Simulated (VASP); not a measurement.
Output of a VASP run:

**OSZICAR**
```
...
DAV:   1     0.154487409263E+02   -0.13482E+00   -0.46048E+00  1456   0.170E+01    0.264E+00
DAV:   2     0.155345346527E+02    0.85794E-01   -0.27718E-01  1476   0.445E+00    0.125E+00
DAV:   3     0.155638151881E+02    0.29281E-01   -0.21181E-01  1456   0.365E+00    0.321E-01
DAV:   4     0.155604450293E+02   -0.33702E-02   -0.23782E-02  1496   0.138E+00    0.204E-01
DAV:   5     0.155605898044E+02    0.14478E-03   -0.30123E-03  1456   0.690E-01    0.183E-01
DAV:   6     0.155606471235E+02    0.57319E-04   -0.62658E-03  1461   0.876E-01    0.171E-01
DAV:   7     0.155601627087E+02   -0.48441E-03   -0.34929E-03  1456   0.581E-01    0.195E-02
DAV:   8     0.155601481294E+02   -0.14579E-04   -0.62709E-05  1776   0.721E-02    0.214E-02
DAV:   9     0.155601552703E+02    0.71409E-05   -0.26749E-05  1471   0.603E-02    0.316E-03
DAV:  10     0.155601514922E+02   -0.37781E-05   -0.10231E-05  1466   0.367E-02    0.525E-03
DAV:  11     0.155601529047E+02    0.14125E-05   -0.13796E-06  1441   0.159E-02    0.129E-03
DAV:  12     0.155601534397E+02    0.53499E-06   -0.14503E-07   728   0.486E-03
   2 F= 0.15560153E+02 E0= 0.15559501E+02  d E =-.234117E-01
       N       E                     dE             d eps       ncg     rms          rms(c)
DAV:   1     0.155584666914E+02   -0.16862E-02   -0.62857E-02  1456   0.199E+00    0.315E-01
DAV:   2     0.155593604774E+02    0.89379E-03   -0.37849E-03  1481   0.515E-01    0.147E-01
DAV:   3     0.155597281281E+02    0.36765E-03   -0.29388E-03  1456   0.443E-01    0.366E-02
DAV:   4     0.155596771552E+02   -0.50973E-04   -0.33883E-04  1501   0.186E-01    0.220E-02
DAV:   5     0.155597060013E+02    0.28846E-04   -0.74202E-05  1456   0.108E-01    0.250E-02
DAV:   6     0.155596958008E+02   -0.10200E-04   -0.53713E-05  1456   0.818E-02    0.698E-03
DAV:   7     0.155597020197E+02    0.62189E-05   -0.16960E-05  1466   0.384E-02    0.348E-03
DAV:   8     0.155596999442E+02   -0.20755E-05   -0.12290E-06  1183   0.110E-02    0.142E-03
DAV:   9     0.155596989986E+02   -0.94562E-06   -0.56080E-07   888   0.916E-03
   3 F= 0.15559699E+02 E0= 0.15558991E+02  d E =-.238661E-01
       N       E                     dE             d eps       ncg     rms          rms(c)
DAV:   1     0.155588715433E+02   -0.82840E-03   -0.34930E-02  1456   0.139E+00    0.124E-01
DAV:   2     0.155593744257E+02    0.50288E-03   -0.55630E-04  1711   0.214E-01    0.735E-02
DAV:   3     0.155593918650E+02    0.17439E-04   -0.45062E-04  1521   0.157E-01    0.515E-02
DAV:   4     0.155594428536E+02    0.50989E-04   -0.10644E-04  1867   0.121E-01    0.178E-02
DAV:   5     0.155593912319E+02   -0.51622E-04   -0.68805E-05  1784   0.943E-02    0.120E-02
DAV:   6     0.155593904261E+02   -0.80579E-06   -0.68304E-06  1496   0.287E-02
   4 F= 0.15559390E+02 E0= 0.15558630E+02  d E =-.308572E-03
       N       E                     dE             d eps       ncg     rms          rms(c)
DAV:   1     0.155590556583E+02   -0.33557E-03   -0.15842E-02  1456   0.935E-01    0.835E-02
DAV:   2     0.155592842472E+02    0.22859E-03   -0.25369E-04  1711   0.146E-01    0.488E-02
DAV:   3     0.155592880818E+02    0.38346E-05   -0.19582E-04  1526   0.105E-01    0.341E-02
DAV:   4     0.155593091743E+02    0.21092E-04   -0.46285E-05  1928   0.807E-02    0.133E-02
DAV:   5     0.155592878231E+02   -0.21351E-04   -0.26870E-05  1820   0.602E-02    0.745E-03
DAV:   6     0.155592873899E+02   -0.43313E-06   -0.38354E-06  1476   0.211E-02
   5 F= 0.15559287E+02 E0= 0.15558513E+02  d E =-.411609E-03
```

### OUTCAR
```
------------------------ aborting loop because EDIFF is reached ----------------------------------------
  FORCE on cell =-STRESS in cart. coord.  units (eV):
  Direction    XX          YY          ZZ          XY          YZ          ZX
  --------------------------------------------------------------------------------------
  Total        0.0141161      0.0141161     -0.0145086      0.0000000      0.0000000      0.0000000
  in kB        0.3611051      0.3611050     -0.3711458      0.0000000      0.0000000      0.0000000
  external PRESSURE =       0.1170214 kB  Pullay stress =       0.0000000 kB
  volume of cell :       62.63
      direct lattice vectors                 reciprocal lattice vectors
     1.794040763 -3.107369545  0.000000000     0.278700468 -0.160907801  0.000000000
     1.794040763  3.107369545 -0.000000000     0.278700468  0.160907801 -0.000000000
     0.000000000  0.000000000  5.617406313     0.000000000  0.000000000  0.178018100
 POSITION                                       TOTAL-FORCE (eV/Angst)
 -----------------------------------------------------------------------------------
      1.79404      1.03579      1.40435         0.000000      0.000000      0.000000
      1.79404     -1.03579      4.21305        -0.000000     -0.000000      0.000000
 -----------------------------------------------------------------------------------
    total drift:                                0.000000      0.000124     -0.000009
  FREE ENERGIE OF THE ION-ELECTRON SYSTEM (eV)
  ---------------------------------------------------
  free  energy   TOTEN  =        15.5592873899 eV

  energy  without entropy=       15.5569627429  energy(sigma->0) =       15.55851251

 reached required accuracy - stopping structural energy minimisation
```
(Selected blocks of OUTCAR.)

### POSCAR
```
Gd
1
    1.8150000000    -3.1436720000     0.0000000000
    1.8150000000     3.1436720000     0.0000000000
    0.0000000000     0.0000000000     5.7800000000
Gd
2
Direct
  0.3333330000   0.6666670000   0.2500000000
  0.6666670000   0.3333330000   0.7500000000
```

**Question.** Write an INCAR and KPOINTS that could have produced this output.

**Answer.** Several could match; the one computed here: the input of the run itself, MS2 meta-GGA, plane waves, VASP's PBE PAW potentials (set 64).

**KPOINTS**
```
kpoints
0
G
10 10 6
```

**INCAR**
```
SYSTEM = Gd
PREC = Accurate; ENCUT = 520; LREAL = .FALSE.
LASPH = .TRUE.
EDIFF = 1E-6; NELM = 100; ALGO = Normal
LMAXMIX = 6; LMIXTAU = .TRUE.
ISMEAR = 1; SIGMA = 0.1
METAGGA = MS2
IBRION = 2; NSW = 60; ISIF = 3
EDIFFG = -0.01
LWAVE = .FALSE.; LCHARG = .FALSE.
```

POTCAR, in this order: Gd_3 (PBE.64 set). Program: vasp_std.

The 4f electrons are frozen in the core of the lanthanide potential, so 4f levels, which can set the real gap, and their magnetism are missing. Energy and stress use the plane-wave basis of the starting cell.

The compound is Gd in the hcp structure. This run relaxes it. Symmetry was kept, so distortions that lower it aren't found.
